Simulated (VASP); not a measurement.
Computed with r2SCAN meta-GGA, VASP's PBE PAW potentials (set 64) (plane waves; VASP).

VASP input:

**KPOINTS_OPT**
```
k-points along high-symmetry lines
10
Line-mode
Reciprocal
  0.000000   0.000000   0.000000 ! GAMMA
 -0.500000  -0.500000   0.000000 ! X

 -0.500000  -0.500000   0.000000 ! X
 -0.375000  -0.375000   0.250000 ! U

 -0.375000   0.000000   0.375000 ! K
  0.000000   0.000000   0.000000 ! GAMMA

  0.000000   0.000000   0.000000 ! GAMMA
  0.000000   0.000000   0.500000 ! L

  0.000000   0.000000   0.500000 ! L
 -0.500000  -0.250000   0.250000 ! W

 -0.500000  -0.250000   0.250000 ! W
 -0.500000  -0.500000   0.000000 ! X
```

### KPOINTS
```
Automatic
0
gamma
 11 11 11
```

### INCAR
```
ALGO  =  Normal
EDIFF  =  1E-7
ENCUT  =  520
ISIF  =  2
ISMEAR  =  -5
LASPH  =  .TRUE.
LCHARG  =  .FALSE.
LMAXMIX  =  4
LMIXTAU  =  .TRUE.
LORBIT  =  11
LREAL  =  .FALSE.
LWAVE  =  .FALSE.
METAGGA  =  R2SCAN
NEDOS  =  601
NELM  =  100
PREC  =  Accurate
SYSTEM  =  GaN
```

POSCAR:
```
GaN
1
    0.0000000000     2.2535000000     2.2535000000
    2.2535000000     0.0000000000     2.2535000000
    2.2535000000     2.2535000000     0.0000000000
Ga N
1 1
Direct
  0.0000000000   0.0000000000   0.0000000000
  0.7500000000   0.7500000000   0.7500000000
```

POTCAR, in this order: Ga_d N (PBE.64 set). Program: vasp_std.

Output of the run:

File OSZICAR:
```
       N       E                     dE             d eps       ncg     rms          rms(c)
DAV:   1     0.794300879659E+02    0.79430E+02   -0.10141E+04  1560   0.256E+03
DAV:   2    -0.194395485948E+02   -0.98870E+02   -0.94452E+02  1636   0.374E+02
DAV:   3    -0.266892958473E+02   -0.72497E+01   -0.72023E+01  1631   0.917E+01
DAV:   4    -0.268107824866E+02   -0.12149E+00   -0.12142E+00  1778   0.129E+01
DAV:   5    -0.268125411174E+02   -0.17586E-02   -0.17586E-02  1571   0.134E+00    0.718E+00
DAV:   6    -0.215340495213E+02    0.52785E+01   -0.41241E+00  2184   0.521E+01    0.274E+00
DAV:   7    -0.219387196968E+02   -0.40467E+00   -0.75160E-01  1772   0.113E+01    0.179E+00
DAV:   8    -0.217733772930E+02    0.16534E+00   -0.35157E-01  1522   0.794E+00    0.134E+00
DAV:   9    -0.218059554899E+02   -0.32578E-01   -0.19577E-01  1461   0.574E+00    0.681E-01
DAV:  10    -0.218970850860E+02   -0.91130E-01   -0.62038E-02  1456   0.381E+00    0.302E-01
DAV:  11    -0.219042638232E+02   -0.71787E-02   -0.19051E-03  1844   0.556E-01    0.291E-01
DAV:  12    -0.219036539325E+02    0.60989E-03   -0.10061E-04  1521   0.128E-01    0.249E-01
DAV:  13    -0.218968232740E+02    0.68307E-02   -0.36328E-03  1598   0.731E-01    0.185E-01
DAV:  14    -0.218968908914E+02   -0.67617E-04   -0.25797E-04  1486   0.198E-01    0.149E-01
DAV:  15    -0.218968940002E+02   -0.31087E-05   -0.86833E-06  1880   0.324E-02    0.142E-01
DAV:  16    -0.218969575355E+02   -0.63535E-04   -0.70092E-05  1754   0.129E-01    0.299E-02
DAV:  17    -0.218969310006E+02    0.26535E-04   -0.16762E-05  1860   0.105E-01    0.179E-02
DAV:  18    -0.218969366715E+02   -0.56709E-05   -0.33829E-06  1664   0.270E-02    0.115E-02
DAV:  19    -0.218969302924E+02    0.63792E-05   -0.39832E-06  1705   0.291E-02    0.330E-03
DAV:  20    -0.218969320634E+02   -0.17710E-05   -0.58625E-07  1804   0.990E-03    0.264E-03
DAV:  21    -0.218969313954E+02    0.66794E-06   -0.21960E-07  1471   0.471E-03    0.217E-03
DAV:  22    -0.218969324263E+02   -0.10309E-05   -0.45453E-08   778   0.276E-03    0.136E-03
DAV:  23    -0.218969321999E+02    0.22638E-06   -0.11425E-08   753   0.156E-03    0.360E-04
DAV:  24    -0.218969323208E+02   -0.12087E-06   -0.37981E-09   748   0.657E-04    0.951E-05
DAV:  25    -0.218969322723E+02    0.48468E-07   -0.62536E-10   748   0.360E-04
   1 F= -.21896932E+02 E0= -.21896932E+02  d E =0.000000E+00
       N       E                     dE             ncg
       N       E                     dE             ncg
```

OUTCAR:
```
------------------------ aborting loop because EDIFF is reached ----------------------------------------
  FORCE on cell =-STRESS in cart. coord.  units (eV):
  Direction    XX          YY          ZZ          XY          YZ          ZX
  --------------------------------------------------------------------------------------
  Total       -0.0132218     -0.0132218     -0.0132218     -0.0000000     -0.0000000      0.0000000
  in kB       -0.9255460     -0.9255460     -0.9255460     -0.0000000     -0.0000000      0.0000000
  external PRESSURE =      -0.9255460 kB  Pullay stress =       0.0000000 kB
  volume of cell :       22.89
      direct lattice vectors                 reciprocal lattice vectors
     0.000000000  2.253500000  2.253500000    -0.221877080  0.221877080  0.221877080
     2.253500000  0.000000000  2.253500000     0.221877080 -0.221877080  0.221877080
     2.253500000  2.253500000  0.000000000     0.221877080  0.221877080 -0.221877080
  FREE ENERGIE OF THE ION-ELECTRON SYSTEM (eV)
  ---------------------------------------------------
  free  energy   TOTEN  =       -21.8969322723 eV

  energy  without entropy=      -21.8969322723  energy(sigma->0) =      -21.89693227

 total charge

# of ion       s       p       d       tot
------------------------------------------
    1        0.757   0.878  10.189  11.824
    2        1.232   2.540   0.000   3.772
--------------------------------------------------
tot          1.989   3.418  10.189  15.596
```
(Selected blocks of OUTCAR.)

### OUTCAR
```
 val. band max:        5.0163528216   @ k =   0.0000   0.0000   0.0000

 cond. band min:       7.1357420243   @ k =   0.0000   0.0000   0.0000


 Fermi energy:         5.0232481055

 k-point     1 :       0.0000    0.0000    0.0000
  band No.  band energies     occupation
      1     -11.7141      2.00000
      2      -8.8141      2.00000
      3      -8.8141      2.00000
      4      -8.8141      2.00000
      5      -8.4636      2.00000
      6      -8.4636      2.00000
      7       5.0163      2.00000
      8       5.0163      2.00000
      9       5.0164      2.00000
     10       7.1357      0.00000
     11      16.0200      0.00000
     12      16.0201      0.00000
     13      16.0201      0.00000

 k-point     2 :       0.0909    0.0000    0.0000
  band No.  band energies     occupation
      1     -11.6222      2.00000
      2      -8.8023      2.00000
      3      -8.8022      2.00000
      4      -8.7812      2.00000
      5      -8.4646      2.00000
      6      -8.4646      2.00000
      7       4.0754      2.00000
      8       4.9252      2.00000
      9       4.9252      2.00000
     10       7.8787      0.00000
     11      15.5930      0.00000
     12      16.1641      0.00000
     13      16.1642      0.00000

 k-point     3 :       0.1818    0.0000    0.0000
  band No.  band energies     occupation
      1     -11.3795      2.00000
      2      -8.7731      2.00000
      3      -8.7731      2.00000
      4      -8.6544      2.00000
      5      -8.4644      2.00000
      6      -8.4644      2.00000
      7       2.4130      2.00000
      8       4.6932      2.00000
      9       4.6932      2.00000
     10       8.9421      0.00000
     11      14.8566      0.00000
     12      16.4236      0.00000
     13      16.4237      0.00000

 k-point     4 :       0.2727    0.0000    0.0000
  band No.  band energies     occupation
      1     -11.0846      2.00000
      2      -8.7426      2.00000
      3      -8.7426      2.00000
...
```

The structure comes from a computed database's GaN entry (F-43m); how it stands against other phases isn't given here. The cell was not relaxed at this level.
